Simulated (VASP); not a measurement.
Output of a VASP run:

### OSZICAR
```
       N       E                     dE             d eps       ncg     rms          rms(c)
DAV:   1     0.172288062473E+03    0.17229E+03   -0.12352E+04  1824   0.164E+03
DAV:   2    -0.156424746484E+02   -0.18793E+03   -0.18291E+03  1842   0.329E+02
DAV:   3    -0.250433933497E+02   -0.94009E+01   -0.91525E+01  2107   0.921E+01
DAV:   4    -0.252989718703E+02   -0.25558E+00   -0.25446E+00  2064   0.144E+01
DAV:   5    -0.253076498669E+02   -0.86780E-02   -0.86764E-02  2202   0.276E+00    0.150E+01
DAV:   6    -0.263966334079E+02   -0.10890E+01   -0.26671E+01  1983   0.100E+02    0.135E+01
DAV:   7    -0.238613091562E+02    0.25353E+01   -0.10645E+01  1985   0.721E+01    0.517E+00
DAV:   8    -0.238474217853E+02    0.13887E-01   -0.97250E-01  2167   0.662E+00    0.220E+00
DAV:   9    -0.237926763537E+02    0.54745E-01   -0.18519E-01  2054   0.847E+00    0.609E-01
DAV:  10    -0.237932627810E+02   -0.58643E-03   -0.10502E-02  1887   0.842E-01    0.384E-01
DAV:  11    -0.237925826192E+02    0.68016E-03   -0.47024E-04  2668   0.216E-01    0.129E-01
DAV:  12    -0.237924366800E+02    0.14594E-03   -0.41374E-04  2637   0.340E-01    0.151E-02
DAV:  13    -0.237924411245E+02   -0.44446E-05   -0.52417E-05  1939   0.581E-02    0.247E-02
DAV:  14    -0.237924411942E+02   -0.69609E-07   -0.81476E-07  1074   0.116E-02
   1 F= -.16438721E+02 E0= -.16439118E+02  d E =-.164387E+02
```

**OUTCAR**
```
------------------------ aborting loop because EDIFF is reached ----------------------------------------
  FORCE on cell =-STRESS in cart. coord.  units (eV):
  Direction    XX          YY          ZZ          XY          YZ          ZX
  --------------------------------------------------------------------------------------
  Total        7.3333077      7.3333087      7.3076692      0.0000000      0.0000000      0.0000000
  in kB      199.4448427    199.4448708    198.7475493      0.0000000      0.0000000      0.0000000
  external PRESSURE =      -0.7875790 kB  Pullay stress =     200.0000000 kB
  volume of cell :       58.91
      direct lattice vectors                 reciprocal lattice vectors
     1.871506899 -3.241545264  0.000000000     0.267164391 -0.154247422  0.000000000
     1.871506899  3.241545264  0.000000000     0.267164391  0.154247422  0.000000000
     0.000000000  0.000000000  4.855278665     0.000000000  0.000000000  0.205961402
 POSITION                                       TOTAL-FORCE (eV/Angst)
 -----------------------------------------------------------------------------------
      0.00000      0.00000      2.42764         0.000000     -0.000000      0.000000
      0.00000      0.00000      0.00000         0.000000     -0.000000      0.000000
      1.87151      1.08052      1.21382        -0.000000      0.000000     -0.000000
      1.87151     -1.08052      3.64146        -0.000000      0.000000      0.000000
 -----------------------------------------------------------------------------------
    total drift:                                0.000000      0.000000      0.000000
  FREE ENERGIE OF THE ION-ELECTRON SYSTEM (eV)
  ---------------------------------------------------
  free  energy   TOTEN  =       -23.7924411942 eV

  energy  without entropy=      -23.7936329878  energy(sigma->0) =      -23.79283846
  enthalpy is  TOTEN    =       -16.4387211443 eV   P V=        7.3537200498

 reached required accuracy - stopping structural energy minimisation
```
(Selected blocks of OUTCAR.)

POSCAR:
```
NiSb
1
    1.8715068988    -3.2415452639    -0.0000000000
    1.8715068988     3.2415452639     0.0000000000
    0.0000000000     0.0000000000     4.8552786653
Ni Sb
2 2
Direct
  0.0000000000   0.0000000000   0.5000000000
  1.0000000000   0.0000000000   0.0000000000
  0.3333330000   0.6666670000   0.2500000000
  0.6666670000   0.3333330000   0.7500000000
```

**Question.** Reconstruct the remaining input files.

**Answer.** One answer among several that fit: the input of the run itself, LDA (Ceperley-Alder, Perdew-Zunger), plane waves, VASP's LDA PAW potentials (set 64).

**INCAR**
```
SYSTEM=NiSb
PREC=Accurate; ENCUT=500; LREAL=.FALSE.
LASPH=.TRUE.
EDIFF=1E-6; NELM=100; ALGO=Normal
LMAXMIX=4
ISMEAR=1; SIGMA=0.1
IBRION=2; NSW=40; ISIF=3
EDIFFG=-0.02; PSTRESS=200
LWAVE=.FALSE.; LCHARG=.FALSE.
```

**KPOINTS**
```
Automatic mesh
0
Gamma
9 9 6
0 0 0
```

POTCAR, in this order: Ni Sb (LDA.64 set). Program: vasp_std.

The compound is NiSb in the NiAs type structure. It was relaxed first under an external pressure of 20 GPa. The run is not spin-polarised, so no magnetic state was tried.
